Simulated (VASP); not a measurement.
```yaml
crystal:
  lattice:
    - [3.41349, 0.00000, 0.00000]
    - [-1.70675, 2.95617, 0.00000]
    - [0.00000, 0.00000, 3.44858]
  atoms:
    - { symbol: Ta, position: [0.00000, 0.00000, 0.00000] }
    - { symbol: As, position: [0.66667, 0.33333, 0.50000] }
```

All values below come from r2SCAN meta-GGA, VASP's PBE PAW potentials (set 64) (plane waves; VASP). Numerical set-up: 400 eV cut-off, 14×14×12 Γ-centred mesh, tetrahedra with Blöchl corrections, potentials Ta_pv As.

Problem. Give the energies of bands 5 to 11 at the high-symmetry points, in eV from the Fermi level.

Solution. 
```csv
band,Γ,M,K,A,L,H
5,-2.97,-7.09,-6.43,-8.12,-5.69,-5.92
6,-2.29,-3.22,-4.74,-1.45,-5.04,-5.22
7,-2.29,-2.44,-3.07,-1.45,-3.43,-3.23
8,-0.87,-0.89,0.02,-0.20,-0.91,-0.61
9,1.90,1.24,1.18,-0.20,3.22,2.82
10,1.90,3.34,1.79,2.42,3.34,3.48
11,4.68,3.73,2.01,3.97,4.23,4.36
```

It has no gap at this level: it comes out as a metal or semimetal.

The structure was generated: TaAs was put into the WC type (P-6m2), which need not be its known phase. It was relaxed first, which changed the volume by -7 %.
